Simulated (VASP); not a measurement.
A run of VASP 6.6.1 is set up as follows.

INCAR

```
  ALGO = Fast
  EDIFF = 1E-7
  ENCUT = 520
  ISIF = 2
  ISMEAR = 0
  LASPH = T
  LCHARG = T
  LELF = T
  LREAL = F
  LVHAR = T
  LWAVE = F
  NBANDS = 16
  NELM = 100
  PREC = Accurate
  SIGMA = 0.05
```

File KPOINTS:

```
k-points
0
Gamma
  9 9 9
```

The input POSCAR:

```
BaC2
1.0
    2.6188173636      1.5119749099      2.4859528344
   -2.6188173636      1.5119749099      2.4859528344
    0.0000000000     -3.0239498197      2.4859528344
Ba C
1 2
Direct
    0.0000000000      0.0000000000      0.0000000000
    0.5849370000      0.5849370000      0.5849370000
    0.4150630000      0.4150630000      0.4150630000
```

Potentials or basis: VASP PAW LDA potentials, release 64 (Ba_sv, C).

The run is started by

```bash
$ cat potpaw_LDA.64/Ba_sv/POTCAR potpaw_LDA.64/C/POTCAR > POTCAR
$ mpirun -np 1 vasp_std > vasp.out
```

(1) Estimate the band gap on the k mesh.

(2) What does it give for the largest force?

(3) What does it give for the pressure?

Results:

(1) 1.24 eV, indirect (least direct gap 2.12 eV).

(2) 0.390 eV/Å.

(3) -4.5 GPa.

Caveat: spin-orbit coupling is left out, which moves the levels of the heavy elements; an odd mesh through Γ misses points on the zone boundary, where band edges often lie.
